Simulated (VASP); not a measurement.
Given:

```xyz
2
Lattice="0.0000 3.2850 3.2850 3.2850 0.0000 3.2850 3.2850 3.2850 0.0000" Properties=species:S:1:pos:R:3 pbc="T T T"
Sn     0.0000     0.0000     0.0000
Sn     1.6425     1.6425     1.6425
```

Calculation: LDA (Ceperley-Alder, Perdew-Zunger), VASP's LDA PAW potentials (set 64) (plane waves; VASP 6.6.1). Numerical set-up: 400 eV cut-off, 9×9×9 Γ-centred mesh, first-order Methfessel-Paxton smearing of 0.10 eV, potentials Sn_d.

Energy and stress use the plane-wave basis of the starting cell.

### Question
The ions, cell shape and volume are relaxed. Predict the relaxed structure.

### Answer

```xyz
2
Lattice="0.0000 3.2368 3.2368 3.2368 0.0000 3.2368 3.2368 3.2368 0.0000" Properties=species:S:1:pos:R:3 pbc="T T T"
Sn     0.0000     0.0000     0.0000
Sn     1.6184     1.6184     1.6184
```
Space group Fd-3m (227), at a tolerance of 0.03 Å.

### Question
How do energy and volume change from the first to the last step?

### Answer
The energy (σ→0) changes by -9.0 meV/atom and the volume by -4.3 %, in 3 ionic steps.

The structure comes from a computed database's Sn entry (Fd-3m); how it stands against other phases isn't given here. This run relaxes it. Symmetry was kept, so distortions that lower it aren't found.
